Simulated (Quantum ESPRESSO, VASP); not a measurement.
The input files of a VASP run:

File POSCAR:
```
TlBr
1
    3.9900000000     0.0000000000     0.0000000000
    0.0000000000     3.9900000000     0.0000000000
    0.0000000000     0.0000000000     3.9900000000
Tl Br
1 1
Direct
  0.0000000000   0.0000000000   0.0000000000
  0.5000000000   0.5000000000   0.5000000000
```

**KPOINTS**
```
kpoints
0
Gamma
 8 8 8
0 0 0
```

### INCAR
```
ALGO = Normal
EDIFF = 1E-6
EDIFFG = -0.01
ENCUT = 300
GGA = PE
IBRION = 2
ISIF = 3
ISMEAR = -1
LASPH = .True.
LCHARG = .False.
LMAXMIX = 4
LREAL = .False.
LWAVE = .False.
NELM = 100
NSW = 50
PREC = Accurate
SIGMA = 0.02
SYSTEM = TlBr
```

POTCAR, in this order: Tl_d Br (PBE.64 set). Program: vasp_std.

Problem. Translate it to Quantum ESPRESSO.

Solution. One input that does it (PBE, PSlibrary PAW (PBE) pseudopotentials):
```
&CONTROL
   calculation = 'vc-relax',
   prefix = 'TlBr',
   outdir = './tmp',
   pseudo_dir = './',
/
&SYSTEM
   ibrav = 0,
   nat = 2,
   ntyp = 2,
   ecutwfc = 55,
   ecutrho = 330,
   occupations = 'smearing',
   smearing = 'fd',
   degauss = 0.00147,
/
&ELECTRONS
   conv_thr = 1.0d-10,
   mixing_beta = 0.7,
/
&IONS
/
&CELL
/
ATOMIC_SPECIES
Tl   204.3800  Tl.pbe-dn-kjpaw_psl.1.0.0.UPF
Br    79.9040  Br.pbe-n-kjpaw_psl.1.0.0.UPF
CELL_PARAMETERS {angstrom}
   3.9900000000     0.0000000000     0.0000000000
   0.0000000000     3.9900000000     0.0000000000
   0.0000000000     0.0000000000     3.9900000000
ATOMIC_POSITIONS {crystal}
Tl    0.0000000000    0.0000000000    0.0000000000
Br    0.5000000000    0.5000000000    0.5000000000
K_POINTS {automatic}
8 8 8  0 0 0
```
Both are inputs of real runs that ended normally. What can't carry over is the choice of potentials or basis and its cut-off, and each code's defaults.

The structure is a typed TlBr crystal (Pm-3m).
